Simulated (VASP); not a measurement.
Method: PBE GGA with D3 dispersion (Becke-Johnson damping), VASP's PBE PAW potentials (set 64) (plane waves; VASP).

The input files of a VASP run:

File KPOINTS:
```
Automatic mesh
0
Gamma
11 11 6
0 0 0
```

### INCAR
```
ALGO=Normal
EDIFF=1E-6
EDIFFG=-0.01
ENCUT=520
GGA=PE
IBRION=2
ISIF=3
ISMEAR=1
IVDW=12
LASPH=T
LCHARG=F
LMAXMIX=6
LREAL=F
LWAVE=F
NELM=100
NSW=60
PREC=Accurate
SIGMA=0.1
SYSTEM=Er
```

File POSCAR:
```
Er
1
    1.7692648667    -3.0644562117     0.0000000000
    1.7692648667     3.0644562117    -0.0000000000
    0.0000000000    -0.0000000000     5.4533152670
Er
2
Direct
  0.3333330000   0.6666670000   0.2500000000
  0.6666670000   0.3333330000   0.7500000000
```

POTCAR, in this order: Er_3 (PBE.64 set). Program: vasp_std.

The resulting files:

File OSZICAR:
```
       N       E                     dE             d eps       ncg     rms          rms(c)
DAV:   1     0.451803617839E+02    0.45180E+02   -0.86461E+03  2817   0.137E+03
DAV:   2    -0.636871525162E+01   -0.51549E+02   -0.50249E+02  2796   0.541E+02
DAV:   3    -0.885838667859E+01   -0.24897E+01   -0.23343E+01  2997   0.601E+01
DAV:   4    -0.897167291180E+01   -0.11329E+00   -0.10996E+00  2966   0.985E+00
DAV:   5    -0.897663674361E+01   -0.49638E-02   -0.49433E-02  2910   0.178E+00    0.252E+01
DAV:   6    -0.897528376243E+01    0.13530E-02   -0.29502E-02  2785   0.339E+00    0.150E+01
DAV:   7    -0.898668172313E+01   -0.11398E-01   -0.50804E-02  2681   0.441E+00    0.390E-01
DAV:   8    -0.898648166455E+01    0.20006E-03   -0.32512E-03  2671   0.795E-01    0.103E-01
DAV:   9    -0.898648749390E+01   -0.58294E-05   -0.20260E-04  2820   0.205E-01    0.316E-02
DAV:  10    -0.898648150584E+01    0.59881E-05   -0.25855E-05  2824   0.655E-02    0.435E-02
DAV:  11    -0.898648226766E+01   -0.76182E-06   -0.15323E-06  1732   0.188E-02
   1 F= -.96722956E+01 E0= -.96736863E+01  d E =-.967230E+01
```

**OUTCAR**
```
------------------------ aborting loop because EDIFF is reached ----------------------------------------
 Edisp (eV)   -0.68581
  FORCE on cell =-STRESS in cart. coord.  units (eV):
  Direction    XX          YY          ZZ          XY          YZ          ZX
  --------------------------------------------------------------------------------------
  Total      -0.00483    -0.00483     0.00602     0.00000     0.00000    -0.00000
  in kB      -0.13093    -0.13093     0.16317     0.00000     0.00000    -0.00000
  external pressure =       -0.03 kB  Pullay stress =        0.00 kB
  volume of cell :       59.13
      direct lattice vectors                 reciprocal lattice vectors
     1.769264867 -3.064456212  0.000000000     0.282603249 -0.163161085  0.000000000
     1.769264867  3.064456212  0.000000000     0.282603249  0.163161085  0.000000000
     0.000000000  0.000000000  5.453315267     0.000000000  0.000000000  0.183374691
 POSITION                                       TOTAL-FORCE (eV/Angst)
 -----------------------------------------------------------------------------------
      1.76926      1.02149      1.36333         0.000000      0.000000      0.000000
      1.76926     -1.02149      4.08999        -0.000000      0.000000      0.000000
 -----------------------------------------------------------------------------------
    total drift:                               -0.000002      0.000085     -0.000012
  FREE ENERGIE OF THE ION-ELECTRON SYSTEM (eV)
  ---------------------------------------------------
  free  energy   TOTEN  =        -9.6722955634 eV

  energy  without entropy=       -9.6764677443  energy(sigma->0) =       -9.67368629

 reached required accuracy - stopping structural energy minimisation
```
(Selected blocks of OUTCAR.)

The 4f electrons are frozen in the core of the lanthanide potential, so 4f levels, which can set the real gap, and their magnetism are missing.

The compound is Er in the hcp structure. It was relaxed first. The start is the result of an earlier pass.
